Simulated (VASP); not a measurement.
VASP ran on this input.

### INCAR
```
SYSTEM = TlBr
PREC = Accurate
ENCUT = 400
EDIFF = 1E-6
NELM = 100
ALGO = Normal
LREAL = .FALSE.
LASPH = .TRUE.
ISMEAR = 0
SIGMA = 0.05
LMAXMIX = 4
LWAVE = .FALSE.
LCHARG = .FALSE.
IBRION = 2
ISIF = 3
NSW = 60
EDIFFG = -0.01
```

**POSCAR**
```
TlBr
1.0
  3.8426656798   0.0000000000   0.0000000000
  0.0000000000   3.8426656798   0.0000000000
  0.0000000000   0.0000000000   3.8426656798
Tl Br
1 1
Cart
  0.0000000000   0.0000000000   0.0000000000
  1.9213328399   1.9213328399   1.9213328399
```

File KPOINTS:
```
Automatic mesh
0
Gamma
6 6 6
```

POTCAR, in this order: Tl_d Br (LDA.64 set). Program: vasp_std.

**Question.** Translate this LDA calculation to Ansatz.

**Answer.** One equivalent input (not run):
Ansatz 0.2 input:
```yaml
crystal:
  lattice:
    - [3.8426657, 0.0000000, 0.0000000]
    - [0.0000000, 3.8426657, 0.0000000]
    - [0.0000000, 0.0000000, 3.8426657]
  atoms:
    - { symbol: Tl, position: [0.0000000, 0.0000000, 0.0000000] }
    - { symbol: Br, position: [0.5000000, 0.5000000, 0.5000000] }
kpoints:
  mp_grid: { grid: [6, 6, 6] }
hamiltonian:
  xc: lda
  pseudopotentials: { kind: paw }
scf:
  occupations: { method: gaussian, width: 0.05 }
  max_iter: 100
relax:
  max_steps: 60
  f_tol: 0.01
  cell: {}
output: { forces: true, stress: true, eigenvalues: true }
```
The two are equivalent in intent, not identical: each code has its own PAW files, so the cut-off isn't converted (ENCUT is set for VASP's; basis.ecutwfc is left out, and Ansatz then takes the one that its files recommend); Ansatz stops its SCF on the density residual and VASP on the energy change (EDIFF); Ansatz's lda is the Perdew-Wang form, while the LDA potentials of VASP carry Perdew-Zunger's.

The structure comes from a computed database's TlBr entry (Pm-3m); how it stands against other phases isn't given here. This run relaxes it. Symmetry was kept, so distortions that lower it aren't found. The start is the result of an earlier pass.
